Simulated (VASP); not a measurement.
Consider the following.

```
CELL_PARAMETERS angstrom
      1.66115     0.95907     6.21284
     -1.66115     0.95907     6.21284
      0.00000    -1.91813     6.21284
ATOMIC_POSITIONS crystal
  Ta 0.00000 0.00000 0.00000
  S  0.25083 0.25083 0.25083
  S  0.74917 0.74917 0.74917
```

Calculation: PBEsol GGA, VASP's PBE PAW potentials (set 64) (plane waves; VASP 6.6.1). Run with 400 eV cut-off, 12×12×12 Γ-centred mesh, tetrahedra with Blöchl corrections, potentials Ta_pv S.

The cores are frozen, which limits the accuracy of field gradients.

Task: Give the principal components of the electric field gradient (V/Å²) and the asymmetry η at each nucleus.

Result: 
```csv
atom,Vxx,Vyy,Vzz,η
Ta1,69.6,69.6,-139.1,0.00
S2,5.4,5.4,-10.7,0.00
S3,5.4,5.4,-10.7,0.00
```

The structure was generated: TaS2 was put into the CdCl2 type (R-3m), which need not be its known phase. It was relaxed first, which changed the volume by -11 %.
